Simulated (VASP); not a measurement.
Output of a VASP run:

File OSZICAR:
```
...
DAV:   1    -0.468795296963E+02    0.11202E+00   -0.18506E+01   812   0.416E+01    0.438E+00
DAV:   2    -0.464554903604E+02    0.42404E+00   -0.11383E+00   848   0.994E+00    0.231E+00
DAV:   3    -0.463282867704E+02    0.12720E+00   -0.72414E-01  1212   0.654E+00    0.541E-01
DAV:   4    -0.463294149209E+02   -0.11282E-02   -0.41720E-02   958   0.171E+00    0.251E-01
DAV:   5    -0.463336660304E+02   -0.42511E-02   -0.59102E-03  1186   0.528E-01    0.591E-02
DAV:   6    -0.463339080630E+02   -0.24203E-03   -0.35921E-04  1220   0.119E-01    0.479E-02
DAV:   7    -0.463340566429E+02   -0.14858E-03   -0.20059E-04  1126   0.830E-02    0.140E-02
DAV:   8    -0.463340630875E+02   -0.64447E-05   -0.77932E-06   996   0.210E-02    0.142E-03
DAV:   9    -0.463340627385E+02    0.34906E-06   -0.49804E-07   576   0.551E-03
   2 F= -.38737036E+02 E0= -.38736653E+02  d E =-.323752E-01
       N       E                     dE             d eps       ncg     rms          rms(c)
DAV:   1    -0.468097814879E+02   -0.47572E+00   -0.37669E+00   934   0.193E+01    0.188E+00
DAV:   2    -0.467312260570E+02    0.78555E-01   -0.23725E-01   956   0.435E+00    0.106E+00
DAV:   3    -0.467049198915E+02    0.26306E-01   -0.17583E-01  1232   0.307E+00    0.359E-01
DAV:   4    -0.467041474145E+02    0.77248E-03   -0.88135E-03   934   0.920E-01    0.139E-01
DAV:   5    -0.467050833555E+02   -0.93594E-03   -0.14451E-03   984   0.281E-01    0.153E-02
DAV:   6    -0.467050806906E+02    0.26649E-05   -0.12269E-04  1136   0.780E-02    0.269E-02
DAV:   7    -0.467051033774E+02   -0.22687E-04   -0.28966E-05  1166   0.347E-02    0.849E-03
DAV:   8    -0.467051022955E+02    0.10819E-05   -0.15178E-06   754   0.111E-02    0.793E-04
DAV:   9    -0.467051022758E+02    0.19605E-07   -0.22401E-07   494   0.454E-03
   3 F= -.38805123E+02 E0= -.38804952E+02  d E =-.100462E+00
       N       E                     dE             d eps       ncg     rms          rms(c)
DAV:   1    -0.466751352970E+02    0.29967E-01   -0.14554E+00   736   0.773E+00    0.533E-01
DAV:   2    -0.466630644518E+02    0.12071E-01   -0.49497E-02  1026   0.156E+00    0.249E-01
DAV:   3    -0.466608337219E+02    0.22307E-02   -0.14371E-02   748   0.702E-01    0.534E-02
DAV:   4    -0.466608323773E+02    0.13447E-05   -0.16132E-03   960   0.263E-01    0.362E-02
DAV:   5    -0.466608209639E+02    0.11413E-04   -0.27084E-04  1092   0.100E-01    0.153E-02
DAV:   6    -0.466608207355E+02    0.22838E-06   -0.33121E-05   940   0.456E-02    0.532E-03
DAV:   7    -0.466608220136E+02   -0.12781E-05   -0.14106E-06   602   0.102E-02    0.953E-04
DAV:   8    -0.466608219113E+02    0.10230E-06   -0.28749E-07   446   0.390E-03
   4 F= -.38792835E+02 E0= -.38792272E+02  d E =0.122880E-01
       N       E                     dE             d eps       ncg     rms          rms(c)
DAV:   1    -0.467059556401E+02   -0.45134E-01   -0.75279E-01   732   0.554E+00    0.386E-01
DAV:   2    -0.466995126265E+02    0.64430E-02   -0.26192E-02  1024   0.113E+00    0.179E-01
DAV:   3    -0.466983473509E+02    0.11653E-02   -0.76539E-03   754   0.507E-01    0.398E-02
DAV:   4    -0.466983403854E+02    0.69655E-05   -0.83411E-04   950   0.190E-01    0.257E-02
DAV:   5    -0.466983324527E+02    0.79327E-05   -0.13257E-04  1134   0.709E-02    0.106E-02
DAV:   6    -0.466983298709E+02    0.25818E-05   -0.16029E-05   922   0.319E-02    0.348E-03
DAV:   7    -0.466983294287E+02    0.44221E-06   -0.68988E-07   532   0.736E-03
   5 F= -.38807441E+02 E0= -.38806986E+02  d E =-.231741E-02
```

OUTCAR:
```
------------------------ aborting loop because EDIFF is reached ----------------------------------------
  FORCE on cell =-STRESS in cart. coord.  units (eV):
  Direction    XX          YY          ZZ          XY          YZ          ZX
  --------------------------------------------------------------------------------------
  Total        7.8723863      7.8723863      7.8723863      0.0000000      0.0000000      0.0000000
  in kB      199.5310435    199.5310435    199.5310435      0.0000000      0.0000000      0.0000000
  external PRESSURE =      -0.4689565 kB  Pullay stress =     200.0000000 kB
  volume of cell :       63.21
      direct lattice vectors                 reciprocal lattice vectors
     3.983536815 -0.000000000 -0.000000000     0.251033202  0.000000000 -0.000000000
    -0.000000000  3.983536815 -0.000000000     0.000000000  0.251033202 -0.000000000
     0.000000000  0.000000000  3.983536815     0.000000000  0.000000000  0.251033202
 POSITION                                       TOTAL-FORCE (eV/Angst)
 -----------------------------------------------------------------------------------
      0.00000      0.00000      3.98354        -0.000000      0.000000      0.000000
      3.18809      1.99177      1.99177        -0.004983      0.000000      0.000000
      1.99177      0.79545      1.99177        -0.000000      0.004983     -0.000000
      1.99177      3.18809      1.99177         0.000000     -0.004983      0.000000
      0.79545      1.99177      1.99177         0.004983      0.000000     -0.000000
      1.99177      1.99177      3.18809        -0.000000      0.000000     -0.004983
      1.99177      1.99177      0.79545         0.000000      0.000000      0.004983
 -----------------------------------------------------------------------------------
    total drift:                               -0.000000      0.000000      0.000000
  FREE ENERGIE OF THE ION-ELECTRON SYSTEM (eV)
  ---------------------------------------------------
  free  energy   TOTEN  =       -46.6983294287 eV

  energy  without entropy=      -46.6974195776  energy(sigma->0) =      -46.69787450
  enthalpy is  TOTEN    =       -38.8074407106 eV   P V=        7.8908887181

 reached required accuracy - stopping structural energy minimisation
```
(Selected blocks of OUTCAR.)

**POSCAR**
```
CaB6
1
    4.0490892461     0.0000000000     0.0000000000
    0.0000000000     4.0490892461     0.0000000000
    0.0000000000     0.0000000000     4.0490892461
Ca B
1 6
Direct
  0.0000000000   0.0000000000   0.0000000000
  0.7995337588   0.5000000000   0.5000000000
  0.5000000000   0.2004662412   0.5000000000
  0.5000000000   0.7995337588   0.5000000000
  0.2004662412   0.5000000000   0.5000000000
  0.5000000000   0.5000000000   0.7995337588
  0.5000000000   0.5000000000   0.2004662412
```

Task: Reconstruct the remaining input files.

Result: Several could match; the one computed here: the input of the run itself, PBEsol GGA, plane waves, VASP's PBE PAW potentials (set 64).

### INCAR
```
ALGO  =  Normal
EDIFF  =  1E-6
EDIFFG  =  -0.02
ENCUT  =  620
GGA  =  PS
IBRION  =  2
ISIF  =  3
ISMEAR  =  0
LASPH  =  .True.
LCHARG  =  .False.
LREAL  =  .False.
LWAVE  =  .False.
NELM  =  100
NSW  =  40
PREC  =  Accurate
PSTRESS  =  200
SIGMA  =  0.05
SYSTEM  =  CaB6
```

### KPOINTS
```
Regular mesh
0
gamma
 6 6 6
0 0 0
```

POTCAR, in this order: Ca_sv B (PBE.64 set). Program: vasp_std.

Energy and stress use the plane-wave basis of the starting cell.

The compound is CaB6 in the cab6 structure. This run relaxes it under an external pressure of 20 GPa. Symmetry was kept, so distortions that lower it aren't found.
